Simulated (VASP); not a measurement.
A run of VASP 6.6.1 is set up as follows.

Contents of INCAR:

```
ALGO = Normal
EDIFF = 1E-6
EDIFFG = -0.04
ENCUT = 600
GGA = PE
IBRION = 2
ISIF = 3
ISMEAR = 0
LASPH = True
LCHARG = False
LREAL = False
LWAVE = False
NELM = 100
NSW = 90
PREC = Accurate
SIGMA = 0.1
```

File KPOINTS:

```
k-points
0
Gamma
  3 3 6
```

POSCAR

```
NaSc2O3
1.0
    6.0324712100      0.0000000000      0.0000000000
   -3.0162356000      5.2242733100      0.0000000000
    0.0000000000      0.0000000000      3.1477542600
Na Sc O
1 2 3
Direct
    0.0000000000      0.0000000000      0.5000000000
    0.3333333300      0.6666666700      0.5000000000
    0.6666666700      0.3333333300      0.5000000000
    0.5000000000      0.5000000000      0.0000000000
    0.0000000000      0.5000000000      0.0000000000
    0.5000000000      0.0000000000      0.0000000000
```

Potentials or basis: VASP PAW PBE potentials, release 64 (Na_pv, Sc_sv, O).

Launch:

```sh
$ cat potpaw_PBE.64/Na_pv/POTCAR potpaw_PBE.64/Sc_sv/POTCAR potpaw_PBE.64/O/POTCAR > POTCAR
$ mpirun -np 1 vasp_std > vasp.out
```

Task: Estimate the relaxed volume.

Result: 13.12 Å³/atom.

Task: Predict the space group after relaxing (to 0.05 Å).

Result: P6/mmm (No. 191).

Task: Estimate the relaxed cell.

Result: a = 5.639 Å, b = 5.639 Å, c = 2.858 Å, α = 90.00°, β = 90.00°, γ = 120.00°.

Task: Predict the band gap on the k mesh.

Result: None (metal or under the smearing width).

Final structure:
```cif
data_structure
_symmetry_space_group_name_H-M 'P 1'
_symmetry_Int_Tables_number 1
_cell_length_a 5.6393
_cell_length_b 5.6393
_cell_length_c 2.8585
_cell_angle_alpha 90.000
_cell_angle_beta 90.000
_cell_angle_gamma 120.000
_cell_volume 78.73
loop_
_atom_site_label
_atom_site_type_symbol
_atom_site_fract_x
_atom_site_fract_y
_atom_site_fract_z
_atom_site_occupancy
Na1 Na 0.00000 0.00000 0.50000 1
Sc1 Sc 0.33333 0.66667 0.50000 1
Sc2 Sc 0.66667 0.33333 0.50000 1
O1 O 0.50000 0.50000 0.00000 1
O2 O 0.00000 0.50000 0.00000 1
O3 O 0.50000 0.00000 0.00000 1
```

Caveat: the k mesh is coarse (spacing up to 0.40 Å⁻¹), so the values aren't converged; the volume moved by over 15 % at a fixed basis, so the end points are rough; an odd number of electrons without spin polarisation forces a metal; a magnetic or distorted state may lie lower.
